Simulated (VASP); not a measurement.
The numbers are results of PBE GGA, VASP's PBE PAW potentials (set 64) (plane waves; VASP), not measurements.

A VASP calculation is set up with these files.

INCAR:
```
LWAVE = .False.
IDIPOL = 3
ENCUT = 300
LASPH = .True.   ! aspherical one-centre terms
ISMEAR = 1   ! Methfessel-Paxton
ALGO = Normal   ! blocked Davidson
LMAXMIX = 6   ! l cut-off of mixed one-centre charges
PREC = Accurate
LCHARG = .False.
GGA = PE   ! PBE
SYSTEM = WSi2
SIGMA = 0.272   ! width (eV)
LREAL = .False.   ! projection in real space or not
LDIPOL = .True.
DIPOL = 0.5 0.5 0.5
ISIF = 2
NELM = 100   ! most electronic steps
EDIFF = 1E-05
```

### POSCAR
```
WSi2
3.17790
  1.0000000000   0.0000000000   0.0000000000
  0.0000000000   1.0000000000   0.0000000000
  0.0000000000   0.0000000000   9.5559960981
Si W
8 4
Cartesian
  0.5000000000   0.5000000000   2.5173838321
  0.0000000000   0.0000000000   2.9362518091
  0.0000000000   0.0000000000   3.7493332931
  0.5000000000   0.5000000000   4.1681917140
  0.5000000000   0.5000000000   4.9812731980
  0.0000000000   0.0000000000   5.4001411750
  0.0000000000   0.0000000000   6.2132226590
  0.5000000000   0.5000000000   6.6320810800
  0.0000000000   0.0000000000   4.5747229000
  0.5000000000   0.5000000000   3.3427734391
  0.0000000000   0.0000000000   7.0386122660
  0.5000000000   0.5000000000   5.8066628050
```

**KPOINTS**
```
Automatic mesh
0
Gamma
7 7 1
0 0 0
```

POTCAR, in this order: Si W_sv (PBE.64 set). Program: vasp_std.

What VASP printed:

### OUTCAR
```
 ion  position               nearest neighbor table
   1  0.500  0.500  0.263-   2 2.61   2 2.61   2 2.61   2 2.61  10 2.62
   2  0.000  0.000  0.307-   3 2.58  10 2.59  10 2.59  10 2.59  10 2.59   1 2.61   1 2.61   1 2.61
                             1 2.61
   3  0.000  0.000  0.392-   2 2.58  10 2.59  10 2.59  10 2.59  10 2.59   4 2.61   4 2.61   4 2.61
                             4 2.61   9 2.62
   4  0.500  0.500  0.436-   5 2.58   9 2.59   9 2.59   9 2.59   9 2.59   3 2.61   3 2.61   3 2.61
                             3 2.61  10 2.62
   5  0.500  0.500  0.521-   4 2.58   9 2.59   9 2.59   9 2.59   9 2.59   6 2.61   6 2.61   6 2.61
                             6 2.61  12 2.62
   6  0.000  0.000  0.565-   7 2.58  12 2.59  12 2.59  12 2.59  12 2.59   5 2.61   5 2.61   5 2.61
                             5 2.61   9 2.62
   7  0.000  0.000  0.650-   6 2.58  12 2.59  12 2.59  12 2.59  12 2.59   8 2.61   8 2.61   8 2.61
                             8 2.61  11 2.62
   8  0.500  0.500  0.694-  11 2.59  11 2.59  11 2.59  11 2.59   7 2.61   7 2.61   7 2.61   7 2.61
                            12 2.62
   9  0.000  0.000  0.479-   4 2.59   4 2.59   4 2.59   4 2.59   5 2.59   5 2.59   5 2.59   5 2.59
                             3 2.62   6 2.62
  10  0.500  0.500  0.350-   2 2.59   2 2.59   2 2.59   2 2.59   3 2.59   3 2.59   3 2.59   3 2.59
                             1 2.62   4 2.62
  11  0.000  0.000  0.737-   8 2.59   8 2.59   8 2.59   8 2.59   7 2.62
  12  0.500  0.500  0.608-   6 2.59   6 2.59   6 2.59   6 2.59   7 2.59   7 2.59   7 2.59   7 2.59
                             5 2.62   8 2.62
  LATTYP: Found a simple tetragonal cell.
 ALAT       =     3.1779000000
...
```

### OSZICAR
```
       N       E                     dE             d eps       ncg     rms          rms(c)
DAV:   1     0.637944507286E+03    0.63794E+03   -0.39026E+04  1232   0.105E+03
DAV:   2    -0.612401883733E+02   -0.69918E+03   -0.68583E+03  1192   0.346E+02
DAV:   3    -0.988522281344E+02   -0.37612E+02   -0.36884E+02  1384   0.761E+01
DAV:   4    -0.100183338472E+03   -0.13311E+01   -0.13169E+01  1456   0.141E+01
DAV:   5    -0.100223463981E+03   -0.40126E-01   -0.39899E-01  1440   0.248E+00    0.490E+01
DAV:   6    -0.252671431921E+03   -0.15245E+03   -0.14234E+03  1736   0.844E+01    0.542E+01
DAV:   7    -0.333643940356E+03   -0.80973E+02   -0.78705E+03  1708   0.133E+02    0.710E+01
DAV:   8    -0.160084829216E+03    0.17356E+03   -0.17437E+03  1400   0.109E+02    0.443E+01
DAV:   9    -0.187321436104E+03   -0.27237E+02   -0.54722E+02  1480   0.697E+01    0.316E+01
DAV:  10    -0.119960703748E+03    0.67361E+02   -0.23453E+02  1472   0.456E+01    0.171E+01
DAV:  11    -0.102486258200E+03    0.17474E+02   -0.12418E+02  1376   0.244E+01    0.105E+01
DAV:  12    -0.104401641916E+03   -0.19154E+01   -0.27682E+01  1416   0.146E+01    0.106E+01
DAV:  13    -0.103864781380E+03    0.53686E+00   -0.26828E+00  1480   0.534E+00    0.100E+01
DAV:  14    -0.102625506859E+03    0.12393E+01   -0.44666E-01  1416   0.229E+00    0.902E+00
DAV:  15    -0.988084357113E+02    0.38171E+01   -0.43209E+00  1464   0.489E+00    0.584E+00
DAV:  16    -0.987071041782E+02    0.10133E+00   -0.33105E-01  1280   0.199E+00    0.570E+00
DAV:  17    -0.973223714251E+02    0.13847E+01   -0.71866E-01  1200   0.247E+00    0.405E+00
DAV:  18    -0.965092473218E+02    0.81312E+00   -0.50221E-01  1360   0.188E+00    0.325E+00
DAV:  19    -0.961715686476E+02    0.33768E+00   -0.11984E-01  1312   0.116E+00    0.299E+00
DAV:  20    -0.955500222136E+02    0.62155E+00   -0.21767E-01  1328   0.159E+00    0.221E+00
DAV:  21    -0.954017316861E+02    0.14829E+00   -0.75865E-02  1320   0.850E-01    0.226E+00
DAV:  22    -0.949765378574E+02    0.42519E+00   -0.21199E-01  1204   0.115E+00    0.174E+00
DAV:  23    -0.947186754990E+02    0.25786E+00   -0.24427E-01  1256   0.905E-01    0.136E+00
DAV:  24    -0.947243941203E+02   -0.57186E-02   -0.88206E-03  1228   0.321E-01    0.136E+00
DAV:  25    -0.947063258864E+02    0.18068E-01   -0.25794E-03  1336   0.110E-01    0.130E+00
DAV:  26    -0.947127496857E+02   -0.64238E-02   -0.25627E-02  1236   0.475E-01    0.118E+00
DAV:  27    -0.945181901792E+02    0.19456E+00   -0.23948E-01  1204   0.827E-01    0.933E-01
DAV:  28    -0.945053835006E+02    0.12807E-01   -0.80719E-03  1284   0.255E-01    0.889E-01
DAV:  29    -0.944924618608E+02    0.12922E-01   -0.49090E-03  1192   0.132E-01    0.866E-01
DAV:  30    -0.944713106311E+02    0.21151E-01   -0.13342E-01  1228   0.689E-01    0.525E-01
DAV:  31    -0.944597004005E+02    0.11610E-01   -0.21360E-02  1268   0.409E-01    0.651E-01
DAV:  32    -0.944547546755E+02    0.49457E-02   -0.37179E-03  1208   0.163E-01    0.633E-01
DAV:  33    -0.944262516477E+02    0.28503E-01   -0.53349E-02  1148   0.340E-01    0.264E-01
DAV:  34    -0.944256418282E+02    0.60982E-03   -0.45725E-02  1200   0.418E-01    0.341E-01
DAV:  35    -0.944236457525E+02    0.19961E-02   -0.29996E-03  1260   0.204E-01    0.264E-01
DAV:  36    -0.944200320563E+02    0.36137E-02   -0.52858E-03  1184   0.185E-01    0.127E-01
DAV:  37    -0.944207077193E+02   -0.67566E-03   -0.39670E-03  1176   0.123E-01    0.131E-01
DAV:  38    -0.944202701720E+02    0.43755E-03   -0.21212E-03  1120   0.103E-01    0.103E-01
DAV:  39    -0.944206383537E+02   -0.36818E-03   -0.10859E-03  1116   0.868E-02    0.532E-02
DAV:  40    -0.944208750240E+02   -0.23667E-03   -0.33926E-04  1264   0.567E-02    0.711E-02
DAV:  41    -0.944210732734E+02   -0.19825E-03   -0.23402E-04  1036   0.557E-02    0.655E-02
DAV:  42    -0.944211602797E+02   -0.87006E-04   -0.67372E-05  1032   0.219E-02    0.533E-02
DAV:  43    -0.944211985198E+02   -0.38240E-04   -0.10838E-04  1016   0.241E-02    0.303E-02
DAV:  44    -0.944212419613E+02   -0.43442E-04   -0.20774E-05   888   0.150E-02    0.272E-02
DAV:  45    -0.944212439816E+02   -0.20203E-05   -0.12867E-05   776   0.119E-02
   1 F= -.94421244E+02 E0= -.94414448E+02  d E =-.203877E-01
```

**OUTCAR**
```
------------------------ aborting loop because EDIFF is reached ----------------------------------------
  FORCE on cell =-STRESS in cart. coord.  units (eV):
  Direction    XX          YY          ZZ          XY          YZ          ZX
  --------------------------------------------------------------------------------------
  Total        2.4045139      2.4045139      4.2727452      0.0000000      0.0000000     -0.0000000
  in kB       12.5614922     12.5614922     22.3213746      0.0000000      0.0000000     -0.0000000
  external PRESSURE =      15.8147863 kB  Pullay stress =       0.0000000 kB
  volume of cell :      306.69
      direct lattice vectors                 reciprocal lattice vectors
     3.177900000  0.000000000  0.000000000     0.314673212  0.000000000  0.000000000
     0.000000000  3.177900000  0.000000000     0.000000000  0.314673212  0.000000000
     0.000000000  0.000000000 30.368000000     0.000000000  0.000000000  0.032929399
 POSITION                                       TOTAL-FORCE (eV/Angst)
 -----------------------------------------------------------------------------------
      1.58895      1.58895      7.99999        -0.000000     -0.000000     -0.292383
      0.00000      0.00000      9.33111        -0.000000      0.000000     -0.734295
      0.00000      0.00000     11.91501        -0.000000      0.000000      0.230962
      1.58895      1.58895     13.24610        -0.000000      0.000000     -0.204096
      1.58895      1.58895     15.82999         0.000000      0.000000      0.214774
      0.00000      0.00000     17.16111        -0.000000      0.000000     -0.251307
      0.00000      0.00000     19.74500        -0.000000      0.000000      0.975250
      1.58895      1.58895     21.07609         0.000000      0.000000      1.117449
      0.00000      0.00000     14.53801        -0.000000      0.000000      0.135141
      1.58895      1.58895     10.62300        -0.000000      0.000000      0.306890
      0.00000      0.00000     22.36801        -0.000000      0.000000     -1.344689
      1.58895      1.58895     18.45299        -0.000000      0.000000     -0.153697
 -----------------------------------------------------------------------------------
    total drift:                                0.000000      0.000000      0.004234
  FREE ENERGIE OF THE ION-ELECTRON SYSTEM (eV)
  ---------------------------------------------------
  free  energy   TOTEN  =       -94.4212439816 eV

  energy  without entropy=      -94.4008563199  energy(sigma->0) =      -94.41444809
```
(Selected blocks of OUTCAR.)

At this cut-off the stress carries a Pulay error, which pulls relaxed volumes low. The cell holds a wide vacuum, so values per volume refer to the whole cell.

The cell is a sheet with vacuum, built from a generated structure.
